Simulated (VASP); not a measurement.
A cell of AuZn (CsCl type) near equilibrium:

```
CELL_PARAMETERS angstrom
      3.14732     0.00000     0.00000
      0.00000     3.14732     0.00000
      0.00000     0.00000     3.14732
ATOMIC_POSITIONS crystal
  Zn 0.50000 0.50000 0.50000
  Au 0.00000 0.00000 0.00000
```

The numbers are results of r2SCAN meta-GGA, VASP's PBE PAW potentials (set 64) (plane waves; VASP), not measurements.

| run | ΔE (meV/atom) | σxx | σyy | σzz | largest shear component, with its sign (GPa) | largest force (eV/Å) |
|---|---|---|---|---|---|---|
| as it is | 0.0 | 0.37 | 0.37 | 0.37 | 0.00 | 0.000 |
| after one change | 0.5 | 0.41 | 0.38 | 0.41 | 0.00 | 0.085 |
Stress is in GPa, positive when the cell is compressed.

**Question.** Which change was made?
A. atom 2 (Au) moved by 0.025 Å along y
B. atom 2 (Au) moved by -0.200 Å along y
C. uniaxial strain of -3.0 % along x
D. biaxial strain of +2.0 % in the yz plane

**Answer.** A, atom 2 (Au) moved by 0.025 Å along y

The compound is AuZn in the CsCl type structure. The electron count is odd and the run is not spin-polarised, which forces a metal.
